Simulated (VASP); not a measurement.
An input for Ansatz (written as the equivalent of a VASP run, and not itself run):

Ansatz 0.2 input:
```yaml
crystal:
  lattice:
    - [0.0000000, 3.9288666, 3.9288666]
    - [3.9288666, 0.0000000, 3.9288666]
    - [3.9288666, 3.9288666, 0.0000000]
  atoms:
    - { symbol: Ba, position: [0.0000000, 0.0000000, 0.0000000] }
    - { symbol: Te, position: [0.2500000, 0.2500000, 0.2500000] }
kpoints:
  mp_grid: { grid: [5, 5, 5] }
hamiltonian:
  xc: pbe
  pseudopotentials: { kind: paw }
scf:
  occupations: { method: gaussian, width: 0.05 }
  max_iter: 100
relax:
  max_steps: 60
  f_tol: 0.01
  cell: {}
output: { forces: true, stress: true, eigenvalues: true }
```

Problem. Write the VASP files for the same calculation (PBE).

Solution. Several could match; the one computed here: 
POSCAR:
```
BaTe
1
   -0.0000000000     3.9288666204     3.9288666204
    3.9288666204    -0.0000000000     3.9288666204
    3.9288666204     3.9288666204    -0.0000000000
Ba Te
1 1
Direct
  0.0000000000   0.0000000000   0.0000000000
  0.2500000000   0.2500000000   0.2500000000
```

INCAR:
```
SYSTEM=BaTe
PREC=Accurate; ENCUT=400; LREAL=F
LASPH=T
EDIFF=1E-6; NELM=100; ALGO=Normal
LMAXMIX=4
ISMEAR=0; SIGMA=0.05
GGA=PE
IBRION=2; NSW=60; ISIF=3
EDIFFG=-0.01
LWAVE=F; LCHARG=F
```

### KPOINTS
```
K-points
0
Gamma
  5 5 5
0 0 0
```

POTCAR, in this order: Ba_sv Te (PBE.64 set). Program: vasp_std.

What does not carry over: each code has its own PAW files, so the cut-off isn't converted (ENCUT is set for VASP's; basis.ecutwfc is left out, and Ansatz then takes the one that its files recommend); Ansatz stops its SCF on the density residual and VASP on the energy change (EDIFF).

The structure was generated: BaTe was put into the zinc blende type (F-43m), which need not be its known phase. It was relaxed first, which changed the volume by -10 %. The start is the result of an earlier pass.
